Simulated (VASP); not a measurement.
Level of theory: r2SCAN meta-GGA, VASP's PBE PAW potentials (set 64) (plane waves; VASP).

A VASP calculation is set up with these files.

### INCAR
```
LMIXTAU  =  T
PREC  =  Accurate
LCHARG  =  F
IBRION  =  2
ALGO  =  Normal
METAGGA  =  R2SCAN
EDIFF  =  1E-6   # SCF stop (eV)
SIGMA  =  0.05   # width (eV)
NELM  =  100
LASPH  =  T
NSW  =  60   # most ionic steps
LREAL  =  F
ISIF  =  3
ISMEAR  =  0
ENCUT  =  400
EDIFFG  =  -0.02   # ionic stop
LWAVE  =  F
LMAXMIX  =  4   # l cut-off of mixed one-centre charges
SYSTEM  =  CsPbCl3
```

File POSCAR:
```
CsPbCl3
1
    3.9997990341     2.3092854310     3.2902183830
   -3.9997990341     2.3092854310     3.2902183830
   -0.0000000000    -4.6185698649     3.2902183846
Cs Pb Cl
1 1 3
Direct
  0.5000000000   0.5000000000   0.5000000000
  0.0000000000   0.0000000000   0.0000000000
  0.5000000000   0.0182019065   0.9817980935
  0.9817980935   0.5000000000   0.0182019065
  0.0182019065   0.9817980935   0.5000000000
```

File KPOINTS:
```
Automatic
0
G
4 4 4
0 0 0
```

POTCAR, in this order: Cs_sv Pb_d Cl (PBE.64 set). Program: vasp_std.

The run wrote:

OSZICAR:
```
       N       E                     dE             d eps       ncg     rms          rms(c)
DAV:   1     0.289634185577E+03    0.28963E+03   -0.16782E+04   676   0.124E+03
DAV:   2    -0.776574948225E+02   -0.36729E+03   -0.35938E+03   886   0.329E+02
DAV:   3    -0.117869688457E+03   -0.40212E+02   -0.40055E+02   740   0.123E+02
DAV:   4    -0.119455815340E+03   -0.15861E+01   -0.15832E+01   988   0.329E+01
DAV:   5    -0.119488746880E+03   -0.32932E-01   -0.32914E-01   842   0.330E+00    0.518E+00
DAV:   6    -0.112186090263E+03    0.73027E+01   -0.38774E+00   912   0.299E+01    0.474E+00
DAV:   7    -0.106862805566E+03    0.53233E+01   -0.15974E+00   696   0.856E+00    0.184E+00
DAV:   8    -0.108017744286E+03   -0.11549E+01   -0.10579E+00   864   0.638E+00    0.140E+00
DAV:   9    -0.107946024154E+03    0.71720E-01   -0.43318E-01   692   0.570E+00    0.117E+00
DAV:  10    -0.108163845483E+03   -0.21782E+00   -0.31501E-01   724   0.517E+00    0.417E-01
DAV:  11    -0.108153327767E+03    0.10518E-01   -0.61540E-02   932   0.188E+00    0.414E-01
DAV:  12    -0.108142755043E+03    0.10573E-01   -0.31407E-03   834   0.558E-01    0.289E-01
DAV:  13    -0.108156661556E+03   -0.13907E-01   -0.16798E-02   740   0.140E+00    0.815E-02
DAV:  14    -0.108156801928E+03   -0.14037E-03   -0.10080E-02   690   0.892E-01    0.984E-02
DAV:  15    -0.108155754043E+03    0.10479E-02   -0.52205E-04   880   0.223E-01    0.104E-01
DAV:  16    -0.108159119883E+03   -0.33658E-02   -0.18366E-03   702   0.439E-01    0.295E-02
DAV:  17    -0.108159040884E+03    0.78999E-04   -0.17896E-04   888   0.102E-01    0.109E-02
DAV:  18    -0.108159077818E+03   -0.36935E-04   -0.32927E-05   764   0.543E-02    0.437E-03
DAV:  19    -0.108159144952E+03   -0.67133E-04   -0.16063E-05   712   0.382E-02    0.262E-03
DAV:  20    -0.108159157241E+03   -0.12289E-04   -0.45381E-06   612   0.221E-02    0.249E-03
DAV:  21    -0.108159165246E+03   -0.80060E-05   -0.42837E-06   738   0.195E-02    0.285E-03
DAV:  22    -0.108159166439E+03   -0.11921E-05   -0.64169E-07   546   0.687E-03    0.197E-03
DAV:  23    -0.108159166697E+03   -0.25829E-06   -0.22078E-07   506   0.467E-03
   1 F= -.10815917E+03 E0= -.10815917E+03  d E =-.108159E+03
```

### OUTCAR
```
------------------------ aborting loop because EDIFF is reached ----------------------------------------
  FORCE on cell =-STRESS in cart. coord.  units (eV):
  Direction    XX          YY          ZZ          XY          YZ          ZX
  --------------------------------------------------------------------------------------
  Total        0.0081433      0.0081433     -0.0254276      0.0000000     -0.0000000      0.0000000
  in kB        0.0715512      0.0715512     -0.2234211      0.0000000     -0.0000000      0.0000000
  external PRESSURE =      -0.0267729 kB  Pullay stress =       0.0000000 kB
  volume of cell :      182.34
      direct lattice vectors                 reciprocal lattice vectors
     3.999799034  2.309285431  3.290218383     0.125006280  0.072172408  0.101310391
    -3.999799034  2.309285431  3.290218383    -0.125006280  0.072172408  0.101310391
     0.000000000 -4.618569865  3.290218385     0.000000000 -0.144344816  0.101310412
 POSITION                                       TOTAL-FORCE (eV/Angst)
 -----------------------------------------------------------------------------------
      0.00000      0.00000      4.93533        -0.000000     -0.000000      0.000000
      0.00000      0.00000      0.00000        -0.000000     -0.000000      0.000000
      1.92710     -3.33783      4.93533         0.009144     -0.015838      0.000000
      1.92710      3.33783      4.93533         0.009144      0.015838     -0.000000
     -3.85419      0.00000      4.93533        -0.018288      0.000000     -0.000000
 -----------------------------------------------------------------------------------
    total drift:                               -0.000002      0.000000     -0.000000
  FREE ENERGIE OF THE ION-ELECTRON SYSTEM (eV)
  ---------------------------------------------------
  free  energy   TOTEN  =      -108.1591666969 eV

  energy  without entropy=     -108.1591666969  energy(sigma->0) =     -108.15916670

 reached required accuracy - stopping structural energy minimisation
```
(Selected blocks of OUTCAR.)

The structure comes from a computed database's CsPbCl3 entry (R32); how it stands against other phases isn't given here. It was relaxed first. The start is the result of an earlier pass.
